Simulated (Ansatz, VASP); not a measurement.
## One calculation of GaGe, two programs

```
CELL_PARAMETERS angstrom
0.00000 2.89784 2.89784
2.89784 0.00000 2.89784
2.89784 2.89784 0.00000
ATOMIC_POSITIONS crystal
Ga 0.75000 0.75000 0.75000
Ge 0.00000 0.00000 0.00000
```

The cell comes from a database or a generator and needn't be the stable form of this composition.

Alike in both runs: task single point; functional LDA; k mesh 14 × 14 × 14; occupations gaussian, width 0.15 eV; no spin polarisation.

```csv
,VASP,Ansatz
version,VASP 6.6.1,Ansatz 0.2.0
potentials or method,"VASP PAW LDA potentials, release 64 (Ga_d, Ge_d)","scalar-relativistic, plane waves, PAW"
plane-wave cutoff (eV),520,420
valence electrons in the cell,27,27
```

|  | VASP | Ansatz | Ansatz less VASP |
| --- | --- | --- | --- |
| gap on the k mesh at the Fermi level (eV) | none | none | - |
| pressure (GPa) | -4.1 | -4.2 | -0.09 |

A gap of «none» marks a metal or a gap that the smearing closes.
